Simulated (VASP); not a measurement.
All values below come from PBE GGA, VASP's PBE PAW potentials (set 64) (plane waves; VASP).

A VASP calculation is set up with these files.

File POSCAR:
```
Mg32NO31
1.0
  8.4869590160   0.0000000000   0.0000000000
  0.0000000000   8.4869590160   0.0000000000
  0.0000000000   0.0000000000   8.4869590160
Mg O N
32 31 1
direct
  0.5000000000   0.0000000000   0.0000000000
  0.7500000000   0.2500000000   0.0000000000
  0.7500000000   0.0000000000   0.2500000000
  0.0000000000   0.0000000000   0.0000000000
  0.2500000000   0.2500000000   0.0000000000
  0.4988390000   0.4982770000   0.0037310000
  0.7500000000   0.7500000000   0.0000000000
  0.2500000000   0.0000000000   0.2500000000
  0.4941620000   0.2546850000   0.2482680000
  0.7493760000   0.5048510000   0.2516900000
  0.5000000000   0.0000000000   0.5000000000
  0.7500000000   0.2500000000   0.5000000000
  0.7500000000   0.0000000000   0.7500000000
  0.0000000000   0.5000000000   0.0000000000
  0.2500000000   0.7500000000   0.0000000000
  0.0000000000   0.2500000000   0.2500000000
  0.2443820000   0.5055230000   0.2553200000
  0.5036170000   0.7486570000   0.2525100000
  0.0000000000   0.0000000000   0.5000000000
  0.2500000000   0.2500000000   0.5000000000
  0.4950730000   0.5010400000   0.5026960000
  0.7500000000   0.7500000000   0.5000000000
  0.2500000000   0.0000000000   0.7500000000
  0.5000000000   0.2500000000   0.7500000000
  0.7500000000   0.5000000000   0.7500000000
  0.0000000000   0.7500000000   0.2500000000
  0.0000000000   0.5000000000   0.5000000000
  0.2500000000   0.7500000000   0.5000000000
  0.0000000000   0.2500000000   0.7500000000
  0.2500000000   0.5000000000   0.7500000000
  0.5000000000   0.7500000000   0.7500000000
  0.0000000000   0.7500000000   0.7500000000
  0.7480000000   0.2447740000   0.2486490000
  0.0000000000   0.5000000000   0.2500000000
  0.0000000000   0.2500000000   0.5000000000
  0.2554040000   0.2487850000   0.2503520000
  0.7475970000   0.7505300000   0.2555000000
  0.0000000000   0.0000000000   0.2500000000
  0.4976840000   0.2457110000   0.5056430000
  0.7550720000   0.4988180000   0.4996250000
  0.0000000000   0.7500000000   0.5000000000
  0.7500000000   0.2500000000   0.7500000000
  0.0000000000   0.5000000000   0.7500000000
  0.0000000000   0.2500000000   0.0000000000
  0.2535760000   0.7534970000   0.2458100000
  0.5000000000   0.0000000000   0.2500000000
  0.2468240000   0.5034900000   0.4979880000
  0.5044750000   0.7523940000   0.4961360000
  0.7500000000   0.0000000000   0.5000000000
  0.2500000000   0.2500000000   0.7500000000
  0.5000000000   0.5000000000   0.7500000000
  0.7500000000   0.7500000000   0.7500000000
  0.0000000000   0.0000000000   0.7500000000
  0.5043980000   0.2474750000   0.9972650000
  0.7449030000   0.5031700000   0.9992340000
  0.0000000000   0.7500000000   0.0000000000
  0.2500000000   0.0000000000   0.5000000000
  0.2500000000   0.7500000000   0.7500000000
  0.5000000000   0.0000000000   0.7500000000
  0.2519200000   0.5025390000   0.9989070000
  0.5001940000   0.7514200000   0.9966850000
  0.7500000000   0.0000000000   0.0000000000
  0.2500000000   0.0000000000   0.0000000000
  0.5024760000   0.5053850000   0.2512110000
```

**KPOINTS**
```
kpoints
0
G
1 1 1
0 0 0
```

### INCAR
```
NELECT  =  256.0
ISYM  =  0
LWAVE  =  .TRUE.
LREAL  =  Auto   # projection in real space or not
EDIFFG  =  -0.03
PREC  =  Normal
EDIFF  =  1E-5   # SCF stop (eV)
NELMIN  =  4
IBRION  =  2
ISMEAR  =  0
LCHARG  =  .FALSE.
NELM  =  100
ISIF  =  2   # forces and stress, cell fixed
ENCUT  =  400   # plane-wave cut-off (eV)
SIGMA  =  0.05   # width (eV)
ALGO  =  Fast   # Davidson, then RMM-DIIS
NSW  =  60
GGA  =  PE
LASPH  =  .TRUE.   # aspherical one-centre terms
SYSTEM  =  Mg32NO31
```

POTCAR, in this order: Mg O N (PBE.64 set). Program: vasp_gam.

What VASP printed:

File OSZICAR:
```
       N       E                     dE             d eps       ncg     rms          rms(c)
DAV:   1     0.227184317186E+04    0.22718E+04   -0.12303E+05   330   0.125E+03
DAV:   2    -0.155323994099E+03   -0.24272E+04   -0.23156E+04   468   0.324E+02
DAV:   3    -0.420691480663E+03   -0.26537E+03   -0.26346E+03   379   0.114E+02
DAV:   4    -0.425811943197E+03   -0.51205E+01   -0.51119E+01   372   0.174E+01
DAV:   5    -0.425865158317E+03   -0.53215E-01   -0.53203E-01   364   0.179E+00    0.406E+01
RMM:   6    -0.373385675331E+03    0.52479E+02   -0.23493E+02   322   0.315E+01    0.122E+01
RMM:   7    -0.374134195034E+03   -0.74852E+00   -0.15891E+01   322   0.729E+00    0.836E+00
RMM:   8    -0.373825759553E+03    0.30844E+00   -0.17402E+00   322   0.410E+00    0.100E+00
RMM:   9    -0.373844972156E+03   -0.19213E-01   -0.30586E-01   322   0.115E+00    0.630E-01
RMM:  10    -0.373853614023E+03   -0.86419E-02   -0.10781E-01   325   0.625E-01    0.363E-01
RMM:  11    -0.373857303276E+03   -0.36893E-02   -0.42163E-02   325   0.331E-01    0.348E-01
RMM:  12    -0.373854925612E+03    0.23777E-02   -0.57942E-03   322   0.109E-01    0.147E-01
RMM:  13    -0.373854750196E+03    0.17542E-03   -0.60007E-03   325   0.753E-02    0.466E-02
RMM:  14    -0.373854719236E+03    0.30960E-04   -0.21133E-04   285   0.248E-02    0.268E-02
RMM:  15    -0.373854707356E+03    0.11880E-04   -0.17356E-04   239   0.134E-02    0.556E-03
RMM:  16    -0.373854708164E+03   -0.80760E-06   -0.78754E-06   190   0.531E-03
   1 F= -.37385471E+03 E0= -.37385471E+03  d E =-.373855E+03
       N       E                     dE             d eps       ncg     rms          rms(c)
DAV:   1    -0.374317509393E+03   -0.46280E+00   -0.19593E+02   330   0.393E+01    0.190E+00
RMM:   2    -0.374561783887E+03   -0.24427E+00   -0.39137E+00   322   0.531E+00    0.104E+00
RMM:   3    -0.374505767682E+03    0.56016E-01   -0.23067E-01   322   0.140E+00    0.788E-01
RMM:   4    -0.374457694742E+03    0.48073E-01   -0.27189E-01   322   0.100E+00    0.341E-01
RMM:   5    -0.374455592718E+03    0.21020E-02   -0.22529E-02   322   0.333E-01    0.161E-01
RMM:   6    -0.374455559517E+03    0.33201E-04   -0.13001E-02   322   0.220E-01    0.152E-01
RMM:   7    -0.374455195357E+03    0.36416E-03   -0.14934E-03   322   0.855E-02    0.744E-02
RMM:   8    -0.374455252843E+03   -0.57486E-04   -0.21656E-03   322   0.101E-01    0.655E-02
RMM:   9    -0.374455148532E+03    0.10431E-03   -0.32349E-04   322   0.419E-02    0.180E-02
RMM:  10    -0.374455158328E+03   -0.97965E-05   -0.16445E-04   301   0.269E-02    0.146E-02
RMM:  11    -0.374455152282E+03    0.60458E-05   -0.29487E-05   219   0.128E-02
   2 F= -.37445515E+03 E0= -.37445515E+03  d E =-.600444E+00
       N       E                     dE             d eps       ncg     rms          rms(c)
DAV:   1    -0.374461908575E+03   -0.67502E-02   -0.20806E+00   388   0.413E+00    0.187E-01
RMM:   2    -0.374464338191E+03   -0.24296E-02   -0.40216E-02   322   0.538E-01    0.102E-01
RMM:   3    -0.374463694864E+03    0.64333E-03   -0.24375E-03   322   0.141E-01    0.733E-02
RMM:   4    -0.374463229942E+03    0.46492E-03   -0.22695E-03   322   0.907E-02    0.238E-02
RMM:   5    -0.374463225056E+03    0.48866E-05   -0.25773E-04   311   0.336E-02    0.127E-02
RMM:   6    -0.374463225195E+03   -0.13929E-06   -0.59041E-05   264   0.138E-02
   3 F= -.37446323E+03 E0= -.37446323E+03  d E =-.608517E+00
       N       E                     dE             d eps       ncg     rms          rms(c)
DAV:   1    -0.374491268595E+03   -0.28044E-01   -0.99175E+00   372   0.903E+00    0.452E-01
RMM:   2    -0.374508670561E+03   -0.17402E-01   -0.20663E-01   322   0.121E+00    0.208E-01
RMM:   3    -0.374507867965E+03    0.80260E-03   -0.11097E-02   322   0.304E-01    0.148E-01
RMM:   4    -0.374506989384E+03    0.87858E-03   -0.45943E-03   322   0.155E-01    0.340E-02
RMM:   5    -0.374507001415E+03   -0.12031E-04   -0.41710E-04   319   0.489E-02    0.166E-02
RMM:   6    -0.374507010371E+03   -0.89556E-05   -0.12082E-04   296   0.218E-02    0.113E-02
RMM:   7    -0.374507010679E+03   -0.30878E-06   -0.36273E-05   235   0.122E-02
   4 F= -.37450701E+03 E0= -.37450701E+03  d E =-.437855E-01
       N       E                     dE             d eps       ncg     rms          rms(c)
DAV:   1    -0.374508148290E+03   -0.11379E-02   -0.60028E+00   372   0.698E+00    0.350E-01
RMM:   2    -0.374518477541E+03   -0.10329E-01   -0.12333E-01   322   0.939E-01    0.162E-01
RMM:   3    -0.374517966210E+03    0.51133E-03   -0.66389E-03   322   0.235E-01    0.114E-01
RMM:   4    -0.374517438330E+03    0.52788E-03   -0.28029E-03   322   0.121E-01    0.268E-02
RMM:   5    -0.374517445328E+03   -0.69983E-05   -0.25376E-04   320   0.379E-02    0.131E-02
RMM:   6    -0.374517451460E+03   -0.61323E-05   -0.78773E-05   274   0.174E-02
   5 F= -.37451745E+03 E0= -.37451745E+03  d E =-.542263E-01
       N       E                     dE             d eps       ncg     rms          rms(c)
DAV:   1    -0.374521123114E+03   -0.36778E-02   -0.22040E+00   363   0.425E+00    0.208E-01
RMM:   2    -0.374524531341E+03   -0.34082E-02   -0.42892E-02   322   0.564E-01    0.990E-02
RMM:   3    -0.374524269701E+03    0.26164E-03   -0.23230E-03   322   0.140E-01    0.700E-02
RMM:   4    -0.374524042994E+03    0.22671E-03   -0.11822E-03   322   0.756E-02    0.174E-02
RMM:   5    -0.374524042569E+03    0.42522E-06   -0.10049E-04   294   0.237E-02    0.795E-03
RMM:   6    -0.374524043699E+03   -0.11298E-05   -0.26771E-05   225   0.100E-02
   6 F= -.37452404E+03 E0= -.37452404E+03  d E =-.659224E-02
       N       E                     dE             d eps       ncg     rms          rms(c)
DAV:   1    -0.374524198999E+03   -0.15643E-03   -0.21059E-01   380   0.131E+00    0.638E-02
RMM:   2    -0.374524520594E+03   -0.32159E-03   -0.40921E-03   322   0.174E-01    0.309E-02
RMM:   3    -0.374524493776E+03    0.26818E-04   -0.22446E-04   322   0.434E-02    0.217E-02
RMM:   4    -0.374524471902E+03    0.21874E-04   -0.11438E-04   296   0.233E-02    0.517E-03
RMM:   5    -0.374524472011E+03   -0.10879E-06   -0.99703E-06   195   0.735E-03
   7 F= -.37452447E+03 E0= -.37452447E+03  d E =-.702055E-02
       N       E                     dE             d eps       ncg     rms          rms(c)
DAV:   1    -0.374525287140E+03   -0.81524E-03   -0.45148E-01   364   0.195E+00    0.991E-02
RMM:   2    -0.374526077912E+03   -0.79077E-03   -0.94509E-03   322   0.266E-01    0.454E-02
RMM:   3    -0.374526040438E+03    0.37474E-04   -0.50600E-04   322   0.660E-02    0.326E-02
RMM:   4    -0.374525997092E+03    0.43346E-04   -0.22888E-04   322   0.350E-02    0.887E-03
RMM:   5    -0.374525996814E+03    0.27851E-06   -0.20505E-05   209   0.107E-02
   8 F= -.37452600E+03 E0= -.37452600E+03  d E =-.152480E-02
```

OUTCAR:
```
------------------------ aborting loop because EDIFF is reached ----------------------------------------
  FORCE on cell =-STRESS in cart. coord.  units (eV):
  Direction    XX          YY          ZZ          XY          YZ          ZX
  --------------------------------------------------------------------------------------
  Total       -6.4563470     -6.4388470     -6.4361933      0.0030232      0.0001971     -0.0011951
  in kB      -16.9215886    -16.8757223    -16.8687674      0.0079235      0.0005167     -0.0031323
  external PRESSURE =     -16.8886928 kB  Pullay stress =       0.0000000 kB
  volume of cell :      611.30
      direct lattice vectors                 reciprocal lattice vectors
     8.486959016  0.000000000  0.000000000     0.117827834  0.000000000  0.000000000
     0.000000000  8.486959016  0.000000000     0.000000000  0.117827834  0.000000000
     0.000000000  0.000000000  8.486959016     0.000000000  0.000000000  0.117827834
  FREE ENERGIE OF THE ION-ELECTRON SYSTEM (eV)
  ---------------------------------------------------
  free  energy   TOTEN  =      -374.5259968137 eV

  energy  without entropy=     -374.5259968137  energy(sigma->0) =     -374.52599681

 reached required accuracy - stopping structural energy minimisation
```
(Selected blocks of OUTCAR.)

**CONTCAR**
```
Mg32NO31
   1.00000000000000
     8.4869590160000001    0.0000000000000000    0.0000000000000000
     0.0000000000000000    8.4869590160000001    0.0000000000000000
     0.0000000000000000    0.0000000000000000    8.4869590160000001
  Mg              O               N
    32    31     1
Direct
     0.5001474937552846    0.0002873491317097    0.0001253015020677
     0.7494869569545932    0.2507156148502341    0.0006752156553892
     0.7497769221516662    0.0004057949207607    0.2500636915466543
     0.0000219819220073    0.0001884967441830    0.0003561511400249
     0.2503452662445722    0.2509134098229721    0.0004857181459876
     0.4999400691069348    0.5005634183207950    0.0062999770018596
     0.7496435527143360    0.7497209014582116    0.0004322893485489
     0.2503457924640628    0.0005188315544283    0.2498081178563157
     0.4997964842210903    0.2563942054824730    0.2503055179322280
     0.7438341237170472    0.5003184956173261    0.2504463018674399
     0.5000577183136867    0.0003227237066913    0.5000143535721285
     0.7494718733142971    0.2506218467877811    0.4996814687720216
     0.7497333623113596    0.0001724870379090    0.7500904062205264
     0.9998287075647652    0.5003147689092241    0.0004227448612515
     0.2506080015230583    0.7500265514138422    0.0003032640613933
     0.9999726329536547    0.2505765793085164    0.2499874577241448
     0.2557477467169855    0.5007706852360402    0.2501287259760993
     0.5001475062389631    0.7447573942172055    0.2503354299529200
     0.0000334171698709    0.0002597751044150    0.4995956480751386
     0.2502349497592693    0.2507259919533504    0.4996463890924793
     0.4997170795903893    0.5004187174018773    0.4944792027430395
     0.7498359835178373    0.7497843294316172    0.4998392394944333
     0.2504616540767492    0.0003092755321952    0.7500481098410466
     0.4998850197686037    0.2504348532344254    0.7501984624298947
     0.7496160697910352    0.4999591385477328    0.7502079219641355
     0.9999664063703326    0.7503566518718924    0.2499212859011152
     0.9999211673519706    0.5002000125386964    0.4999000416960738
     0.2503971460874074    0.7502238469963635    0.4996535869189638
     0.9999374177955601    0.2505475048366018    0.7501329800474006
     0.2500713618068592    0.5003380804569975    0.7501312980115887
     0.5001331780783899    0.7499835922050447    0.7499821797331716
     0.0001252454769261    0.7496825704733191    0.7500877805598904
     0.7537255401219617    0.2465479261395077    0.2501573949370603
     0.9998632746056711    0.5004670788984726    0.2501459216385298
     0.0000477472825046    0.2494072861255105    0.5007018010946551
     0.2459750602709745    0.2465393673990678    0.2500491813185859
     0.7539344057334041    0.7542932314761668    0.2501873994918618
     0.0000143784643827    0.0004769587336974    0.2498882410746346
     0.4997202331607222    0.2463731687773262    0.5040415115240677
     0.7538324253728794    0.5001096185191064    0.5042110196159716
     0.9999926541570496    0.7510588099121188    0.5008157963576438
     0.7507213915428765    0.2493323364248212    0.7501955826549249
     0.9998828304505767    0.5001476583844223    0.7502523674791154
     0.9998495889487899    0.2494703216885942    0.9994362864416133
     0.2460380267832909    0.7545113826961215    0.2500263592664792
     0.5000468539587993    0.0003902117030277    0.2500819469581700
     0.2458209779025716    0.5004570015927146    0.5042149336996634
     0.5000532845861890    0.7543204777970507    0.5042067591342283
     0.7507338883407345    0.0003936344832189    0.5008418357695064
     0.2490943831727768    0.2494667026879155    0.7500714462750641
     0.4998497347951473    0.5002207441900846    0.7499708556745911
     0.7509491508503542    0.7508263251528170    0.7499818633463559
     0.0000699612602834    0.0001394933759097    0.7500678133571071
     0.4998707329682596    0.2465884820707655    0.9962610888957338
     0.7536132352235685    0.5002060274687422    0.9962650236607022
     0.0001205211392156    0.7509950752191258    0.9991912934561220
     0.2493573164440843    0.0003521747494712    0.5007866081418439
     0.2492424865709795    0.7510921979760773    0.7501506124157691
     0.5001282799367180    0.0002793708326225    0.7501279163413328
     0.2461113486833618    0.5004658733610694    0.9961723881061630
     0.5001157920903149    0.7540474704782345    0.9960787505468139
     0.7507736179100473    0.0002245150963538    0.9992569379904188
     0.2493537443533494    0.0003393834637280    0.9991579125472506
     0.4998268440885857    0.5006667980213096    0.2504388911426518
```

At this cut-off the stress carries a Pulay error, which pulls relaxed volumes low. The cell is charged, with a uniform compensating background. The supercell is sampled at Γ alone, which is coarse: total energies, pressure and levels can be off, energies of defects by several tenths of an eV.

The cell is a supercell with a defect, built from MgO (rock salt): N_O, charge -1. The run is not spin-polarised, so no state with unpaired spins was tried.
